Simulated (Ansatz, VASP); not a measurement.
## B2H138C8N2O57F8: VASP beside Ansatz

One calculation is typed for both programs; each brings its own data sets. How far apart do they land? The cell is taken from a series of runs on this material, whose earlier steps may have relaxed, scaled, displaced or heated it; both programs get it as it stands.

Calculated with Ansatz 0.2.0; plane waves, with VASP 6.6.1 beside it; single point at PBE with D3(BJ).

### Step 1. Set-up

The cell holds 215 atoms: 8 C, 2 N, 138 H, 2 B, 8 F and 57 O. Its edges and angles: a = 12.910 Å, b = 12.910 Å, c = 12.910 Å, α = 90.0°, β = 90.0°, γ = 90.0°.

### Step 2. VASP: single point, PBE with D3(BJ)

A single point gives forces, pressure and levels at one fixed geometry, so differences don't come from the geometry; what else differs is listed under the comparison.

Lines of VASP's logs that name or quote its potential files are left out, and so is its time.

The input, INCAR:

```
SYSTEM = B2H138C8N2O57F8
PREC = Accurate
ENCUT = 600
EDIFF = 1E-06
NELM = 120
ISMEAR = 0
SIGMA = 0.01
LREAL = Auto
ALGO = Normal
GGA = PE
IVDW = 12
NBANDS = 442
LORBIT = 11
LWAVE = .FALSE.
LCHARG = .FALSE.
ISIF = 2
LASPH = .TRUE.
GGA_COMPAT = .FALSE.
EFERMI = MIDGAP
```

The input, POSCAR:

```
B2H138C8N2O57F8
1.0
   12.9095400000      0.0000000000      0.0000000000
    0.0000000000     12.9095400000      0.0000000000
    0.0000000000      0.0000000000     12.9095400000
C N H B F O
8 2 138 2 8 57
Direct
    0.3735700000      0.1733000000      0.8923900000
    0.3927400000      0.0131700000      0.7927400000
    0.3392400000      0.0067400000      0.9721400000
    0.2222400000      0.0842300000      0.8362000000
    0.8043900000      0.0923500000      0.3752300000
    0.7014900000      0.2267200000      0.2695000000
    0.8656600000      0.1450400000      0.2115600000
    0.7021200000      0.0416300000      0.2319500000
    0.3308900000      0.0654700000      0.8732700000
    0.7661700000      0.1291400000      0.2725000000
    0.4477700000      0.1627200000      0.9351600000
    0.3238300000      0.2194400000      0.9471000000
    0.3829300000      0.2137200000      0.8244300000
    0.4713600000      0.0076900000      0.8145600000
    0.3560500000      0.9381500000      0.7815200000
    0.3863900000      0.0620000000      0.7211000000
    0.3250600000      0.0495700000      0.0450500000
    0.2871400000      0.9369000000      0.9716000000
    0.4161100000      0.9731800000      0.9830900000
    0.1776000000      0.1084600000      0.9038300000
    0.1921500000      0.0133200000      0.8050800000
    0.2214900000      0.1411200000      0.7688200000
    0.8461500000      0.0248600000      0.3643200000
    0.7407800000      0.0835100000      0.4326200000
    0.8586000000      0.1479100000      0.4067100000
    0.6167200000      0.2107000000      0.2877900000
    0.7409400000      0.2803700000      0.3234600000
    0.7035400000      0.2599500000      0.1909000000
    0.9126000000      0.0722500000      0.2122500000
    0.8401000000      0.1541400000      0.1300100000
[... 179 atom lines left out ...]
    0.1033900000      0.9463000000      0.0499300000
    0.3162700000      0.3862100000      0.0533400000
    0.2640900000      0.8626000000      0.3835200000
    0.4099800000      0.1866800000      0.4721200000
    0.4746800000      0.5367800000      0.0917000000
    0.0051200000      0.5308800000      0.2757100000
```

The input, KPOINTS:

```
Automatic mesh
0
Gamma
1 1 1
0 0 0
```

The projector-augmented-wave data sets are C, N, H, B, F and O (PBE family, release 64).

The run is started by

```bash
$ export OMP_NUM_THREADS=3
$ mpirun -np 1 vasp_gam
```

Numbers of over 12 decimals in the logs are rounded to 6 here.

What it wrote:

```text
[banner, memory and clock lines left out]
running    1 mpi-ranks, on    1 nodes
[...]
Offloading initialized ...    1 GPUs detected
[...]
LDA part: xc-table for (Slater+PW92), standard interpolation
 POSCAR, INCAR and KPOINTS ok, starting setup
[...]
entering main loop
       N       E                     dE             d eps       ncg     rms          rms(c)
DAV:   1     0.504228896863E+04    0.50423E+04   -0.34319E+05   908   0.138E+03
DAV:   2    -0.606141736442E+03   -0.56484E+04   -0.53866E+04  1078   0.323E+02
DAV:   3    -0.115506306506E+04   -0.54892E+03   -0.54454E+03  1088   0.104E+02
DAV:   4    -0.116494276924E+04   -0.98797E+01   -0.98469E+01  1080   0.154E+01
[...]
DAV:  18    -0.106567604434E+04    0.69551E-05   -0.22529E-05  1032   0.101E-02    0.667E-03
DAV:  19    -0.106567604122E+04    0.31294E-05   -0.36437E-06  1024   0.645E-03    0.331E-03
DAV:  20    -0.106567604043E+04    0.78560E-06   -0.22623E-06   864   0.415E-03
   1 F= -.10733791E+04 E0= -.10733791E+04  d E =0.000000E+00
```

OUTCAR, selected parts (step 2):

```text
  FREE ENERGIE OF THE ION-ELECTRON SYSTEM (eV)
  ---------------------------------------------------
  free  energy   TOTEN  =     -1073.3790563070 eV

  energy  without entropy=    -1073.3790563070  energy(sigma->0) =    -1073.37905631
```

The run ends at a pressure of -1.96 GPa, with forces up to 3.6 eV/Å.

### Step 3. Ansatz: single point, PBE with D3(BJ)

Ansatz runs on its default PAW (the set named soft_2) files.

The same cell, functional and mesh now go to Ansatz, which takes its cutoff from its data sets.

The input, input.yaml:

```yaml
crystal:
  lattice:
    - [12.90954, 0.0, 0.0]
    - [0.0, 12.90954, 0.0]
    - [0.0, 0.0, 12.90954]
  atoms:
    - { symbol: C, position: [0.37357, 0.1733, 0.89239] }
    - { symbol: "N", position: [0.33089, 0.06547, 0.87327] }
    - { symbol: C, position: [0.39274, 0.01317, 0.79274] }
    - { symbol: C, position: [0.33924, 0.00674, 0.97214] }
    - { symbol: C, position: [0.22224, 0.08423, 0.8362] }
    - { symbol: H, position: [0.44777, 0.16272, 0.93516] }
    - { symbol: H, position: [0.32383, 0.21944, 0.9471] }
    - { symbol: H, position: [0.38293, 0.21372, 0.82443] }
    - { symbol: H, position: [0.47136, 0.00769, 0.81456] }
    - { symbol: H, position: [0.35605, 0.93815, 0.78152] }
    - { symbol: H, position: [0.38639, 0.062, 0.7211] }
    - { symbol: H, position: [0.32506, 0.04957, 0.04505] }
    - { symbol: H, position: [0.28714, 0.9369, 0.9716] }
    - { symbol: H, position: [0.41611, 0.97318, 0.98309] }
    - { symbol: H, position: [0.1776, 0.10846, 0.90383] }
    - { symbol: H, position: [0.19215, 0.01332, 0.80508] }
    - { symbol: H, position: [0.22149, 0.14112, 0.76882] }
    - { symbol: C, position: [0.80439, 0.09235, 0.37523] }
    - { symbol: "N", position: [0.76617, 0.12914, 0.2725] }
    - { symbol: C, position: [0.70149, 0.22672, 0.2695] }
    - { symbol: C, position: [0.86566, 0.14504, 0.21156] }
    - { symbol: C, position: [0.70212, 0.04163, 0.23195] }
    - { symbol: H, position: [0.84615, 0.02486, 0.36432] }
    - { symbol: H, position: [0.74078, 0.08351, 0.43262] }
    - { symbol: H, position: [0.8586, 0.14791, 0.40671] }
    - { symbol: H, position: [0.61672, 0.2107, 0.28779] }
    - { symbol: H, position: [0.74094, 0.28037, 0.32346] }
    - { symbol: H, position: [0.70354, 0.25995, 0.1909] }
    - { symbol: H, position: [0.9126, 0.07225, 0.21225] }
    - { symbol: H, position: [0.8401, 0.15414, 0.13001] }
    - { symbol: H, position: [0.89738, 0.22096, 0.23575] }
    - { symbol: H, position: [0.62703, 0.04077, 0.27327] }
    - { symbol: H, position: [0.73999, 0.9659, 0.2464] }
    - { symbol: H, position: [0.69521, 0.04748, 0.15248] }
    - { symbol: B, position: [0.66204, 0.71415, 0.28359] }
    - { symbol: F, position: [0.60905, 0.80276, 0.31484] }
    - { symbol: F, position: [0.6454, 0.63088, 0.35414] }
    - { symbol: F, position: [0.7702, 0.71812, 0.28288] }
    - { symbol: F, position: [0.63658, 0.67668, 0.18678] }
    - { symbol: B, position: [0.84006, 0.61193, 0.89877] }
    - { symbol: F, position: [0.819, 0.68884, 0.82426] }
    - { symbol: F, position: [0.85087, 0.66926, 0.9943] }
    - { symbol: F, position: [0.92896, 0.55524, 0.87313] }
    - { symbol: F, position: [0.7572, 0.53803, 0.90896] }
    - { symbol: O, position: [0.89807, 0.69182, 0.53928] }
    - { symbol: H, position: [0.82063, 0.6923, 0.53767] }
    - { symbol: H, position: [0.9226, 0.63347, 0.58395] }
    - { symbol: O, position: [0.05196, 0.83575, 0.60798] }
    - { symbol: H, position: [0.10024, 0.79054, 0.6483] }
    - { symbol: H, position: [0.00185, 0.79155, 0.5688] }
    - { symbol: O, position: [0.51649, 0.82967, 0.54606] }
    - { symbol: H, position: [0.48142, 0.76535, 0.57123] }
    - { symbol: H, position: [0.57658, 0.81043, 0.50114] }
    - { symbol: O, position: [0.66307, 0.67646, 0.55252] }
[... 2 lines left out ...]
    - { symbol: O, position: [0.37881, 0.65512, 0.25013] }
[... 2 lines left out ...]
    - { symbol: O, position: [0.92436, 0.31126, 0.7367] }
[... 2 lines left out ...]
    - { symbol: O, position: [0.10176, 0.75868, 0.93063] }
[... 2 lines left out ...]
    - { symbol: O, position: [0.9, 0.41536, 0.13413] }
[... 2 lines left out ...]
    - { symbol: O, position: [0.82819, 0.13913, 0.83928] }
[... 2 lines left out ...]
    - { symbol: O, position: [0.7493, 0.93712, 0.99745] }
[... 2 lines left out ...]
    - { symbol: O, position: [0.06003, 0.37983, 0.87677] }
[... 2 lines left out ...]
    - { symbol: O, position: [0.59065, 0.01167, 0.60875] }
[... 2 lines left out ...]
    - { symbol: O, position: [0.58989, 0.2216, 0.59695] }
[... 2 lines left out ...]
    - { symbol: O, position: [0.55663, 0.42831, 0.28117] }
[... 2 lines left out ...]
    - { symbol: O, position: [0.8311, 0.36931, 0.49289] }
[... 2 lines left out ...]
    - { symbol: O, position: [0.38775, 0.65865, 0.58988] }
[... 2 lines left out ...]
    - { symbol: O, position: [0.2595, 0.65648, 0.41579] }
[... 2 lines left out ...]
    - { symbol: O, position: [0.19212, 0.1131, 0.30738] }
[... 2 lines left out ...]
    - { symbol: O, position: [0.57747, 0.32737, 0.01413] }
[... 2 lines left out ...]
    - { symbol: O, position: [0.02631, 0.29442, 0.44371] }
[... 2 lines left out ...]
    - { symbol: O, position: [0.81104, 0.95343, 0.74328] }
[... 2 lines left out ...]
    - { symbol: O, position: [0.38451, 0.43391, 0.65544] }
[... 2 lines left out ...]
    - { symbol: O, position: [0.24692, 0.52798, 0.90588] }
[... 2 lines left out ...]
    - { symbol: O, position: [0.03719, 0.27178, 0.05702] }
[... 2 lines left out ...]
    - { symbol: O, position: [0.19175, 0.38385, 0.71152] }
[... 2 lines left out ...]
    - { symbol: O, position: [0.3633, 0.9984, 0.52023] }
[... 2 lines left out ...]
    - { symbol: O, position: [0.17206, 0.31032, 0.2036] }
[... 2 lines left out ...]
    - { symbol: O, position: [0.988, 0.51028, 0.61831] }
[... 2 lines left out ...]
    - { symbol: O, position: [0.99318, 0.0219, 0.65465] }
[... 2 lines left out ...]
    - { symbol: O, position: [0.46104, 0.41743, 0.86492] }
[... 59 lines left out ...]
    - { symbol: O, position: [0.07761, 0.21329, 0.6466] }
[... 2 lines left out ...]
    - { symbol: O, position: [0.93386, 0.84302, 0.87211] }
[... 2 lines left out ...]
    - { symbol: O, position: [0.10339, 0.9463, 0.04993] }
[... 2 lines left out ...]
    - { symbol: O, position: [0.31627, 0.38621, 0.05334] }
[... 2 lines left out ...]
    - { symbol: O, position: [0.26409, 0.8626, 0.38352] }
    - { symbol: H, position: [0.25047, 0.79716, 0.42267] }
    - { symbol: H, position: [0.31777, 0.8495, 0.32922] }
    - { symbol: O, position: [0.40998, 0.18668, 0.47212] }
    - { symbol: H, position: [0.38878, 0.11439, 0.49014] }
    - { symbol: H, position: [0.47104, 0.20718, 0.51515] }
    - { symbol: O, position: [0.47468, 0.53678, 0.0917] }
    - { symbol: H, position: [0.42891, 0.47635, 0.07577] }
    - { symbol: H, position: [0.52813, 0.54405, 0.03611] }
    - { symbol: O, position: [0.00512, 0.53088, 0.27571] }
    - { symbol: H, position: [0.98631, 0.60539, 0.28541] }
    - { symbol: H, position: [0.06858, 0.51467, 0.31707] }
kpoints:
  mp_grid: { grid: [1, 1, 1] }
hamiltonian:
  xc: pbe
  dispersion: d3bj
scf:
  occupations: { method: fixed }
output:
  forces: true
  stress: true
  populations: true
  dos:
    method: { smearing: { sigma: 0.08 } }
    de: 0.1
    projected: { site_lists: { B: [B], C: [C], F: [F], H: [H], "N": ["N"] } }
  eigenvalues: true
  write_density: true
  write_potential: true
  volumetric_format: npy
```

The run is started by

```bash
$ ansatz run input.yaml --threads 8 --pin off --max-ram 15872MiB --backend cpu --events-out ev --progress --plain --runs-dir out
```

What it wrote:

```text
Engine: ansatz 0.2.0, aarch64-unknown-linux-gnu
Pseudopotentials: kind: paw
Pseudopotential: C, paw, valence charge 4, recommended cutoff 420 eV (normal), C.paw.azcp
Pseudopotential: N, paw, valence charge 5, recommended cutoff 420 eV (normal), N.paw.azcp
Pseudopotential: H, paw, valence charge 1, recommended cutoff 420 eV (normal), H.paw.azcp
Pseudopotential: B, paw, valence charge 3, recommended cutoff 420 eV (normal), B.paw.azcp
Pseudopotential: F, paw, valence charge 7, recommended cutoff 420 eV (normal), F.paw.azcp
Pseudopotential: O, paw, valence charge 6, recommended cutoff 420 eV (normal), O.paw.azcp
Functional definition: PBE
  parameter kappa = 0.804
  parameter beta = 0.066725
  exchange = pbe_x(kappa = kappa, mu = beta*pi^2/3)
  correlation = pbe_c(beta = beta)
Crystal: 215 atoms, lattice volume = 2151.455 Å³
Basis set: ecut = 420 eV, 42115 PW (Γ), exchange–correlation on 180×180×180 points (8 copies of the dense FFT grid, shifted against one another)
Bands: 507, of which v1, the nominal top of the filled ones, is band 292 counted from 1 (291 counted from 0)
Symmetry: 1 space group operations
Space group: P1 (ITA 1), of the structure as read, at distance tolerance 1.3e-4 Å
k-points: 1
Non-local potential: C, projectors of the file, l = 0: 2, l = 1: 2, l = 2: 1
Non-local potential: N, projectors of the file, l = 0: 2, l = 1: 2, l = 2: 1
Non-local potential: H, projectors of the file, l = 0: 2, l = 1: 1
Non-local potential: B, projectors of the file, l = 0: 2, l = 1: 2, l = 2: 1
Non-local potential: F, projectors of the file, l = 0: 2, l = 1: 2, l = 2: 1
Non-local potential: O, projectors of the file, l = 0: 2, l = 1: 2, l = 2: 1
PAW form: soft (Blöchl's): semilocal exchange-correlation on the pseudo side does not see the compensation charge
PAW one-centre angular grid: C, 110 points (default); XC on 64 Gauss nodes
PAW one-centre angular grid: N, 110 points (default); XC on 64 Gauss nodes
PAW one-centre angular grid: H, 110 points (default); XC on 64 Gauss nodes
PAW one-centre angular grid: B, 110 points (default); XC on 64 Gauss nodes
PAW one-centre angular grid: F, 110 points (default); XC on 64 Gauss nodes
PAW one-centre angular grid: O, 110 points (default); XC on 64 Gauss nodes
Initial density: superposition of atomic densities (neutral atoms: chi_scale 0, normalization atom), corrected by the library's trained network
Initial wavefunctions: pseudopotential atomic-orbital guess
Functional: x = pbe(κ = 0.804, μ = 0.219515), c = pbe(β = 0.066725)
SCF iter   1: F=—  HF=-44129.859243 eV  |F-HF|=—  |Δ(HF+E_count)|=         —  Δρ=3.56e-3  dr2=4.51e-1  ethr=1.77e-3  ⟨swp⟩=5.0  Hψ=1735  notcnv=0  defer=212
preconditioner: auto → Resta (q_TF=auto, 2.195 Å⁻¹)  ε∞=2.2  [insulator: Δε(μ)=3.771 eV  Ē_g=17.335 eV  n_scr=388 (ndim 8)  ℏωp=19.1 eV  f_vac=0.269  ε∞_Penn≈2.2]
SCF iter   2: F=—  HF=-44129.705230 eV  |F-HF|=—  |Δ(HF+E_count)|=   1.54e-1  Δρ=1.58e-3  dr2=9.90e-2  ethr=7.73e-5  ⟨swp⟩=2.0  Hψ=869  notcnv=0  defer=213
SCF iter   3: F=—  HF=-44129.658056 eV  |F-HF|=—  |Δ(HF+E_count)|=   4.72e-2  Δρ=7.65e-4  dr2=2.53e-2  ethr=1.70e-5  ⟨swp⟩=3.0  Hψ=586  notcnv=0  defer=213
SCF iter   4: F=—  HF=-44129.649278 eV  |F-HF|=—  |Δ(HF+E_count)|=   8.78e-3  Δρ=2.93e-4  dr2=2.44e-3  ethr=4.34e-6  ⟨swp⟩=2.0  Hψ=781  notcnv=0  defer=213
SCF iter   5: F=—  HF=-44129.648760 eV  |F-HF|=—  |Δ(HF+E_count)|=   5.17e-4  Δρ=1.36e-4  dr2=3.61e-4  ethr=4.18e-7  ⟨swp⟩=2.0  Hψ=582  notcnv=0  defer=213
SCF iter   6: F=—  HF=-44129.648710 eV  |F-HF|=—  |Δ(HF+E_count)|=   5.00e-5  Δρ=5.12e-5  dr2=4.82e-5  ethr=6.18e-8  ⟨swp⟩=2.0  Hψ=583  notcnv=0  defer=213
SCF iter   7: F=—  HF=-44129.649123 eV  |F-HF|=—  |Δ(HF+E_count)|=   4.13e-4  Δρ=1.51e-5  dr2=4.10e-6  ethr=8.25e-9  ⟨swp⟩=2.0  Hψ=583  notcnv=0  defer=211
SCF iter   8: F=—  HF=-44129.649125 eV  |F-HF|=—  |Δ(HF+E_count)|=   1.87e-6  Δρ=5.12e-6  dr2=4.73e-7  ethr=7.02e-10  ⟨swp⟩=2.0  Hψ=583  notcnv=0  defer=211
SCF iter   9: F=-44129.649125 eV  HF=-44129.649125 eV  |F-HF|=4.14e-8  |Δ(HF+E_count)|=   9.48e-8  Δρ=2.40e-6  dr2=9.82e-8  ethr=1.71e-11  ⟨swp⟩=22.0  Hψ=5043  notcnv=0
SCF 1 converged in 9 iterations: F = -44129.649125 eV  dr2 = 9.82e-8
  greatest PAW one-centre occupation: 0.930 electrons in one spin orbital (limit 2), on the F atom at site 38 (counted from 0), in its partial waves of l = 0
[...]
--- Löwdin populations: 215 sites ---
  site symbol       q [e]
     0      C      4.3531
     1      N      4.8433
     2      C      4.3493
     3      C      4.3564
     4      C      4.3445
     5      H      0.7935
     6      H      0.7946
     7      H      0.7645
     8      H      0.7567
     9      H      0.7749
    10      H      0.7891
    11      H      0.7880
    12      H      0.7943
    13      H      0.7721
    14      H      0.7793
    15      H      0.7742
    16      H      0.7792
    17      C      4.3592
    18      N      4.8544
    19      C      4.3358
    20      C      4.3341
    21      C      4.3647
    22      H      0.7665
    23      H      0.7793
[...]
207      H      0.6237
   208      H      0.6218
   209      O      6.6871
   210      H      0.6223
   211      H      0.6110
   212      O      6.7420
   213      H      0.6145
   214      H      0.6275
  spilling = 0.011073 (of n_electrons = 584.000000)
```

### Step 4. Differences

Known differences besides the potentials themselves: fixed occupations in Ansatz, narrow Gaussian smearing in VASP; the cutoff is 420 eV in Ansatz and 600 eV in VASP (PREC = Accurate, projectors in real space). Total energies have different zeros and are not compared.

The two programs side by side:

```csv
quantity,Ansatz,VASP,difference
pressure (GPa),-1.86,-1.96,+0.10
gap on the k mesh (eV),3.812,3.804,+0.009
```

Forces on 10 of the 215 atoms, those with the largest forces and the largest differences (eV/Å; atoms numbered as in POSCAR):

```
atom         Ansatz x, y, z           VASP x, y, z
  C1   0.395, -0.972, 3.437   0.399, -0.955, 3.424
  C2  -1.361, 0.750, -1.585  -1.339, 0.736, -1.598
  C5   -1.665, 2.347, 1.598   -1.658, 2.333, 1.615
 H13   0.299, 1.056, -2.291   0.300, 1.060, -2.295
 H23  0.881, -2.067, -0.394  0.887, -2.075, -0.394
 H34  -0.544, 0.398, -2.377  -0.546, 0.396, -2.382
B149   1.392, -1.803, 1.024   1.381, -1.771, 1.048
F153    0.493, 1.362, 0.033    0.680, 1.368, 0.035
F154  -1.147, 0.264, -1.275  -1.183, 0.193, -1.455
F157   -0.139, 0.493, 0.152    0.016, 0.389, 0.114
```

The forces differ by 43 meV/Å r.m.s., which is 7.2 % of the r.m.s. force of 0.596 eV/Å (both taken over all components). A gap on the mesh is an upper bound, since the band edges may lie between its points.

### Step 5. What came out

| Property | Result |
| --- | --- |
| r.m.s. force difference (single point, PBE with D3(BJ)) | 7.2 % of the r.m.s. force |

In words: The r.m.s. force difference is 7.2 % of the r.m.s. force (single point, PBE with D3(BJ)), beyond the 3 % picked in this series as the mark of a large difference. What causes the difference of the single point, PBE with D3(BJ) pair stays open here. How closely two codes agree says nothing of how well the functional describes the real material.

[Lines on the potential files, build, host, timing and source positions are cut from VASP's logs without a mark.]

[Logs are printed without paths, hosts, clocks, repeated set-up lines and the standing remarks that a program may print on its own settings, such as how far it seeks lower states.]

[Hosts, paths, dates, database ids (printed as entryN), source tags and the programs' standing remarks are cut or masked in the printed files.]
